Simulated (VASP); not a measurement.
An input for Quantum ESPRESSO's pw.x (written as the equivalent of a VASP run, and not itself run):

```
&CONTROL
  calculation = 'vc-relax'
  pseudo_dir = './pseudo'
  outdir = './out'
  tprnfor = .true.
  tstress = .true.
  nstep = 30
  forc_conv_thr = 0.00039
/
&SYSTEM
  ibrav = 0
  nat = 6
  ntyp = 2
  ecutwfc = 84
  occupations = 'smearing'
  smearing = 'gaussian'
  degauss = 0.003675
  input_dft = 'vdw-df2-b86r'
/
&ELECTRONS
  conv_thr = 7.3e-09
  electron_maxstep = 100
/
&IONS
/
&CELL
  cell_dofree = 'shape'
/
ATOMIC_SPECIES
  Zn 65.380 Zn.upf
  F 18.998 F.upf
CELL_PARAMETERS angstrom
     4.6481274    0.0000000    0.0000000
     0.0000000    4.6481274    0.0000000
     0.0000000    0.0000000    3.1031574
ATOMIC_POSITIONS crystal
  Zn   0.0000000  0.0000000  0.0000000
  Zn   0.5000000  0.5000000  0.5000000
  F    0.3030217  0.3030217  0.0000000
  F    0.8030217  0.1969783  0.5000000
  F    0.1969783  0.8030217  0.5000000
  F    0.6969783  0.6969783  0.0000000
K_POINTS automatic
  5 5 7 0 0 0
```

Q: Translate this input to VASP (INCAR, KPOINTS, POSCAR, choice of POTCAR).

A: One answer among several that fit: 
**POSCAR**
```
ZnF2
1
    4.6481273735     0.0000000000     0.0000000000
    0.0000000000     4.6481273735     0.0000000000
    0.0000000000     0.0000000000     3.1031574291
Zn F
2 4
Direct
  0.0000000000   0.0000000000   0.0000000000
  0.5000000000   0.5000000000   0.5000000000
  0.3030216858   0.3030216858   0.0000000000
  0.8030216858   0.1969783142   0.5000000000
  0.1969783142   0.8030216858   0.5000000000
  0.6969783142   0.6969783142   0.0000000000
```

KPOINTS:
```
Automatic mesh
0
Gamma
5 5 7
0 0 0
```

INCAR:
```
AGGAC  =  0.0
ALGO  =  Normal
EDIFF  =  1E-7
EDIFFG  =  -0.01
ENCUT  =  520
GGA  =  MK
IBRION  =  2
ISIF  =  4
ISMEAR  =  0
LASPH  =  .True.
LCHARG  =  .False.
LMAXMIX  =  4
LREAL  =  .False.
LUSE_VDW  =  .True.
LWAVE  =  .False.
NELM  =  100
NSW  =  30
PARAM1  =  0.1234568
PARAM2  =  0.7114
PREC  =  Accurate
SIGMA  =  0.05
SYSTEM  =  ZnF2
ZAB_VDW  =  -1.8867
```

POTCAR, in this order: Zn F (PBE.64 set). Program: vasp_std.

What does not carry over: the potentials are each code's own (VASP's PAW set, PseudoDojo norm-conserving files in pw.x), so ENCUT and ecutwfc are chosen apart and not converted; conv_thr bounds pw.x's estimated SCF error, while EDIFF bounds the energy change between steps; forc_conv_thr acts on force components and is met together with etot_conv_thr.

The compound is ZnF2 in the rutile structure. This cell is one point of a volume scan, at 0.94 of the reference volume. Symmetry was kept, so distortions that lower it aren't found.
